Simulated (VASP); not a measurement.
Calculation: PBEsol GGA, VASP's PBE PAW potentials (set 64) (plane waves; VASP).

VASP input:

**INCAR**
```
ALGO=Normal
EDIFF=1E-7
ENCUT=520
GGA=PS
ISIF=2
ISMEAR=-5
LASPH=.TRUE.
LCHARG=.TRUE.
LEFG=.TRUE.
LMAXMIX=4
LORBIT=11
LREAL=.FALSE.
LWAVE=.FALSE.
NEDOS=601
NELM=100
PREC=Accurate
SYSTEM=CsSnI3
```

### KPOINTS
```
Regular mesh
0
gamma
 4 4 4
0 0 0
```

### POSCAR
```
CsSnI3
1
    6.1578506261     0.0000000000     0.0000000000
    0.0000000000     6.1578506261     0.0000000000
    0.0000000000     0.0000000000     6.1578506261
Cs Sn I
1 1 3
Direct
  0.0000000000   0.0000000000   0.0000000000
  0.5000000000   0.5000000000   0.5000000000
  0.5000000000   0.0000000000   0.5000000000
  0.0000000000   0.5000000000   0.5000000000
  0.5000000000   0.5000000000   0.0000000000
```

POTCAR, in this order: Cs_sv Sn_d I (PBE.64 set). Program: vasp_std.

What VASP printed:

OSZICAR:
```
       N       E                     dE             d eps       ncg     rms          rms(c)
DAV:   1     0.364065543283E+03    0.36407E+03   -0.18276E+04   520   0.158E+03
DAV:   2     0.334065864050E+02   -0.33066E+03   -0.32319E+03   626   0.323E+02
DAV:   3    -0.131549671359E+02   -0.46562E+02   -0.46150E+02   598   0.130E+02
DAV:   4    -0.151789657473E+02   -0.20240E+01   -0.20205E+01   640   0.314E+01
DAV:   5    -0.152438769743E+02   -0.64911E-01   -0.64893E-01   832   0.551E+00    0.447E+00
DAV:   6    -0.150248979328E+02    0.21898E+00   -0.39956E-01   668   0.383E+00    0.289E+00
DAV:   7    -0.150036208326E+02    0.21277E-01   -0.27676E-01   690   0.243E+00    0.865E-01
DAV:   8    -0.150049327824E+02   -0.13119E-02   -0.40773E-02   608   0.146E+00    0.264E-01
DAV:   9    -0.150050223089E+02   -0.89526E-04   -0.32750E-03   652   0.460E-01    0.785E-02
DAV:  10    -0.150051930394E+02   -0.17073E-03   -0.45957E-04   636   0.116E-01    0.377E-02
DAV:  11    -0.150052299562E+02   -0.36917E-04   -0.28497E-04   688   0.120E-01    0.388E-02
DAV:  12    -0.150052280896E+02    0.18666E-05   -0.28059E-05   616   0.253E-02    0.252E-02
DAV:  13    -0.150052274821E+02    0.60745E-06   -0.19189E-06   686   0.855E-03    0.108E-02
DAV:  14    -0.150052268392E+02    0.64288E-06   -0.22626E-06   690   0.125E-02    0.160E-03
DAV:  15    -0.150052269398E+02   -0.10053E-06   -0.21447E-07   550   0.226E-03    0.210E-03
DAV:  16    -0.150052270141E+02   -0.74315E-07   -0.23521E-08   330   0.135E-03
   1 F= -.15005227E+02 E0= -.15005227E+02  d E =0.000000E+00
```

### OUTCAR
```
------------------------ aborting loop because EDIFF is reached ----------------------------------------
  FORCE on cell =-STRESS in cart. coord.  units (eV):
  Direction    XX          YY          ZZ          XY          YZ          ZX
  --------------------------------------------------------------------------------------
  Total        0.0028720      0.0028720      0.0028720     -0.0000000     -0.0000000      0.0000000
  in kB        0.0197062      0.0197062      0.0197062     -0.0000000     -0.0000000      0.0000000
  external PRESSURE =       0.0197062 kB  Pullay stress =       0.0000000 kB
  volume of cell :      233.50
      direct lattice vectors                 reciprocal lattice vectors
     6.157850626  0.000000000  0.000000000     0.162394326  0.000000000  0.000000000
     0.000000000  6.157850626  0.000000000     0.000000000  0.162394326  0.000000000
     0.000000000  0.000000000  6.157850626     0.000000000  0.000000000  0.162394326
 POSITION                                       TOTAL-FORCE (eV/Angst)
 -----------------------------------------------------------------------------------
      0.00000      0.00000      0.00000         0.000000      0.000000      0.000000
      3.07893      3.07893      3.07893         0.000000      0.000000      0.000000
      3.07893      0.00000      3.07893         0.000000      0.000000      0.000000
      0.00000      3.07893      3.07893         0.000000      0.000000      0.000000
      3.07893      3.07893      0.00000         0.000000      0.000000      0.000000
 -----------------------------------------------------------------------------------
    total drift:                                0.000000     -0.000000     -0.000000
  FREE ENERGIE OF THE ION-ELECTRON SYSTEM (eV)
  ---------------------------------------------------
  free  energy   TOTEN  =       -15.0052270141 eV

  energy  without entropy=      -15.0052270141  energy(sigma->0) =      -15.00522701

 total charge

# of ion       s       p       d       tot
------------------------------------------
    1        1.840   4.697   0.013   6.550
    2        1.410   0.642   9.999  12.052
    3        1.507   2.779   0.012   4.298
    4        1.507   2.779   0.012   4.298
    5        1.507   2.779   0.012   4.298
--------------------------------------------------
tot          7.772  13.676  10.048  31.495
```
(Selected blocks of OUTCAR.)

File OUTCAR:
```
 val. band max:        3.0701959797   @ k =   0.5000   0.5000   0.5000

 cond. band min:       3.2124167200   @ k =   0.5000   0.5000   0.5000


 Fermi energy:         3.0706540797

 k-point     1 :       0.0000    0.0000    0.0000
  band No.  band energies     occupation
      1     -19.3044      2.00000
      2     -19.0461      2.00000
      3     -19.0461      2.00000
      4     -19.0215      2.00000
      5     -19.0215      2.00000
      6     -19.0215      2.00000
      7     -10.4434      2.00000
      8      -9.6636      2.00000
      9      -9.6636      2.00000
     10      -6.0820      2.00000
     11      -6.0820      2.00000
     12      -6.0820      2.00000
     13      -3.2933      2.00000
     14      -1.8975      2.00000
     15      -1.8975      2.00000
     16      -1.8975      2.00000
     17       0.5784      2.00000
     18       0.5784      2.00000
     19       0.5784      2.00000
     20       0.7533      2.00000
     21       0.7533      2.00000
     22       0.7533      2.00000
     23       5.0147      0.00000
     24       5.9374      0.00000
     25       5.9374      0.00000
     26       6.2603      0.00000

 k-point     2 :       0.2500    0.0000    0.0000
  band No.  band energies     occupation
      1     -19.3041      2.00000
      2     -19.0461      2.00000
      3     -19.0452      2.00000
      4     -19.0216      2.00000
      5     -19.0216      2.00000
      6     -19.0215      2.00000
      7     -10.3612      2.00000
      8      -9.7653      2.00000
      9      -9.6619      2.00000
     10      -6.0778      2.00000
     11      -6.0778      2.00000
     12      -6.0704      2.00000
     13      -3.8991      2.00000
     14      -1.8417      2.00000
     15      -1.8417      2.00000
     16      -0.8283      2.00000
     17       0.4613      2.00000
     18       0.4613      2.00000
     19       0.4845      2.00000
     20       0.6704      2.00000
     21       0.6704      2.00000
     22       0.7555      2.00000
...
```

Unless said otherwise, spin-orbit coupling is left out, though it shifts the bands of the heavy elements here.

The compound is CsSnI3 in the cubic perovskite structure, the ideal cubic form; the compound distorts at low or room temperature. It was relaxed first.
